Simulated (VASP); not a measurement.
A VASP calculation is set up with these files.

File POSCAR:
```
Ca
1
    0.0000000000     2.7729848816     2.7729848816
    2.7729848816     0.0000000000     2.7729848816
    2.7729848816     2.7729848816     0.0000000000
Ca
1
Direct
  0.0000000000   0.0000000000   0.0000000000
```

**KPOINTS**
```
Automatic mesh
0
Gamma
12 12 12
0 0 0
```

**INCAR**
```
SYSTEM = Ca
PREC = Accurate
ENCUT = 520
EDIFF = 1E-7
NELM = 100
ALGO = Normal
LREAL = .FALSE.
LASPH = .TRUE.
ISMEAR = 1
SIGMA = 0.1
GGA = ML
ZAB_VDW = -1.8867
LUSE_VDW = .TRUE.
AGGAC = 0.0
LWAVE = .FALSE.
LCHARG = .FALSE.
ISIF = 2
```

POTCAR, in this order: Ca_sv (PBE.64 set). Program: vasp_std.

### Question
Translate this vdW-DF2 calculation to Quantum ESPRESSO's pw.x.

### Answer
One equivalent input (not run):
```
&CONTROL
  calculation = 'scf'
  pseudo_dir = './pseudo'
  outdir = './out'
  tprnfor = .true.
  tstress = .true.
/
&SYSTEM
  ibrav = 0
  nat = 1
  ntyp = 1
  ecutwfc = 68
  occupations = 'smearing'
  smearing = 'methfessel-paxton'
  degauss = 0.00735
  input_dft = 'vdw-df2'
/
&ELECTRONS
  conv_thr = 7.3e-09
  electron_maxstep = 100
/
ATOMIC_SPECIES
  Ca 40.078 Ca.upf
CELL_PARAMETERS angstrom
     0.0000000    2.7729849    2.7729849
     2.7729849    0.0000000    2.7729849
     2.7729849    2.7729849    0.0000000
ATOMIC_POSITIONS crystal
  Ca   0.0000000  0.0000000  0.0000000
K_POINTS automatic
  12 12 12 0 0 0
```
What does not carry over: the potentials are each code's own (VASP's PAW set, PseudoDojo norm-conserving files in pw.x), so ENCUT and ecutwfc are chosen apart and not converted; conv_thr bounds pw.x's estimated SCF error, while EDIFF bounds the energy change between steps.

The compound is Ca in the fcc structure. This cell is one point of a volume scan, at 1.03 of the reference volume.
